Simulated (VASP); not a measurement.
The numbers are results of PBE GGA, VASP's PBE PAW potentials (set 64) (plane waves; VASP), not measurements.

A VASP calculation is set up with these files.

**KPOINTS**
```
Regular mesh
0
Gamma
 1 1 1
```

### INCAR
```
SYSTEM = Te atom
PREC = Normal
ENCUT = 520
EDIFF = 1E-6
NELM = 200
ALGO = All
LREAL = .FALSE.
LASPH = .TRUE.
ISMEAR = 0
SIGMA = 0.01
GGA = PE
LMAXMIX = 4
ISPIN = 2
MAGMOM = 2
LORBIT = 10
LWAVE = .FALSE.
LCHARG = .FALSE.
ISYM = 0
NUPDOWN = 2
```

File POSCAR:
```
Te atom
12.0
  1.0000000000   0.0000000000   0.0000000000
  0.0000000000   1.0416666667   0.0000000000
  0.0000000000   0.0000000000   1.0833333333
Te
1
Cartesian
  0.0000000000   0.0000000000   0.0000000000
```

POTCAR, in this order: Te (PBE.64 set). Program: vasp_gam. Read from the step before: WAVECAR.

What VASP printed:

**OSZICAR**
```
       N       E                     dE             d eps       ncg     rms           ort
SDA:   1    -0.645677014336E+00   -0.64568E+00    0.00000E+00     8   0.422E-07   0.000E+00
SDA:   2    -0.645788522423E+00   -0.11151E-03   -0.65715E-04     8   0.285E-02   0.234E-05
CGA:   3    -0.650931084516E+00   -0.51426E-02   -0.51969E-02     8   0.574E-01  -0.223E-03
 trl   4    -0.584082518594E+00    0.66849E-01   -0.50672E-02     8   0.529E-01  -0.159E+00
SDA:   5    -0.648524687105E+00    0.24064E-02   -0.50672E-02     8   0.154E+00  -0.166E-01
CGA:   6    -0.692200200027E+00   -0.43676E-01   -0.43675E-01     8   0.855E-01   0.407E-03
CGA:   7    -0.712034390261E+00   -0.19834E-01   -0.19876E-01     8   0.305E-01  -0.568E-04
 trl   8    -0.702839646198E+00    0.91947E-02   -0.89678E-02     8   0.305E-01  -0.361E-01
CGA:   9    -0.721074932919E+00   -0.90405E-02   -0.89678E-02     8   0.502E-02   0.120E-02
CGA:  10    -0.723089833552E+00   -0.20149E-02   -0.20190E-02     8   0.128E-02  -0.302E-04
SDA:  11    -0.723372529812E+00   -0.28270E-03   -0.22723E-01     8   0.132E-02  -0.908E-03
CGA:  12    -0.723770329196E+00   -0.39780E-03   -0.39760E-03     8   0.113E-03   0.111E-05
CGA:  13    -0.723812210696E+00   -0.41881E-04   -0.42002E-04     8   0.143E-04   0.193E-06
CGA:  14    -0.723817814649E+00   -0.56040E-05   -0.56273E-05     8   0.287E-05   0.809E-07
CGA:  15    -0.723819541488E+00   -0.17268E-05   -0.17273E-05     8   0.840E-06   0.179E-07
CGA:  16    -0.723820059238E+00   -0.51775E-06   -0.51399E-06     8   0.481E-06   0.344E-09
   1 F= -.72382006E+00 E0= -.72382006E+00  d E =-.161535E-35  mag=     2.0000
```

### OUTCAR
```
------------------------ aborting loop because EDIFF is reached ----------------------------------------
  FORCE on cell =-STRESS in cart. coord.  units (eV):
  Direction    XX          YY          ZZ          XY          YZ          ZX
  --------------------------------------------------------------------------------------
  Total        0.0020704     -0.0009108      0.0004890      0.0021542      0.0001201     -0.0005449
  in kB        0.0017011     -0.0007483      0.0004018      0.0017699      0.0000987     -0.0004477
  external PRESSURE =       0.0004515 kB  Pullay stress =       0.0000000 kB
  volume of cell :     1950.00
      direct lattice vectors                 reciprocal lattice vectors
    12.000000000  0.000000000  0.000000000     0.083333333  0.000000000  0.000000000
     0.000000000 12.500000000  0.000000000     0.000000000  0.080000000  0.000000000
     0.000000000  0.000000000 13.000000000     0.000000000  0.000000000  0.076923077
 POSITION                                       TOTAL-FORCE (eV/Angst)
 -----------------------------------------------------------------------------------
      0.00000      0.00000      0.00000        -0.000002     -0.000004     -0.000002
 -----------------------------------------------------------------------------------
    total drift:                               -0.000002     -0.000004     -0.000002
  FREE ENERGIE OF THE ION-ELECTRON SYSTEM (eV)
  ---------------------------------------------------
  free  energy   TOTEN  =        -0.7238200592 eV

  energy  without entropy=       -0.7238200592  energy(sigma->0) =       -0.72382006

 total charge

# of ion       s       p       d       tot
------------------------------------------
    1        1.415   1.815   0.001   3.231

 magnetization (x)

# of ion       s       p       d       tot
------------------------------------------
    1        0.012   0.942   0.001   0.954
```
(Selected blocks of OUTCAR.)

The atom may not be in its lowest state.

The cell is a free atom in a box.
